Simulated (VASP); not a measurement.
VASP ran on this input.

**INCAR**
```
SYSTEM = PdIn
PREC = Accurate
ENCUT = 520
EDIFF = 1E-6
NELM = 100
ALGO = Normal
LREAL = .FALSE.
LASPH = .TRUE.
ISMEAR = 1
SIGMA = 0.1
GGA = RP
LMAXMIX = 4
LWAVE = .FALSE.
LCHARG = .FALSE.
IBRION = 2
ISIF = 3
NSW = 60
EDIFFG = -0.01
```

KPOINTS:
```
Automatic mesh
0
Gamma
10 10 10
0 0 0
```

**POSCAR**
```
PdIn
1
    3.3438751800     0.0000000000     0.0000000000
   -0.0000000000     3.3438751800     0.0000000000
    0.0000000000    -0.0000000000     3.3438751800
In Pd
1 1
Direct
  0.5000000000   0.5000000000   0.5000000000
  0.0000000000   0.0000000000   0.0000000000
```

POTCAR, in this order: In_d Pd (PBE.64 set). Program: vasp_std.

Question: Write an equivalent input for Ansatz.

Answer: One equivalent input (not run):
Ansatz 0.2 input:
```yaml
crystal:
  lattice:
    - [3.3438752, 0.0000000, 0.0000000]
    - [0.0000000, 3.3438752, 0.0000000]
    - [0.0000000, 0.0000000, 3.3438752]
  atoms:
    - { symbol: In, position: [0.5000000, 0.5000000, 0.5000000] }
    - { symbol: Pd, position: [0.0000000, 0.0000000, 0.0000000] }
kpoints:
  mp_grid: { grid: [10, 10, 10] }
hamiltonian:
  xc: rpbe
  pseudopotentials: { kind: paw }
scf:
  occupations: { method: methfessel_paxton, width: 0.1 }
  max_iter: 100
relax:
  max_steps: 60
  f_tol: 0.01
  cell: {}
output: { forces: true, stress: true, eigenvalues: true }
```
Limits of the translation: each code has its own PAW files, so the cut-off isn't converted (ENCUT is set for VASP's; basis.ecutwfc is left out, and Ansatz then takes the one that its files recommend); Ansatz stops its SCF on the density residual and VASP on the energy change (EDIFF).

The compound is PdIn in the CsCl type structure. It was relaxed first, which changed the volume by +9 %. The start is the result of an earlier pass.
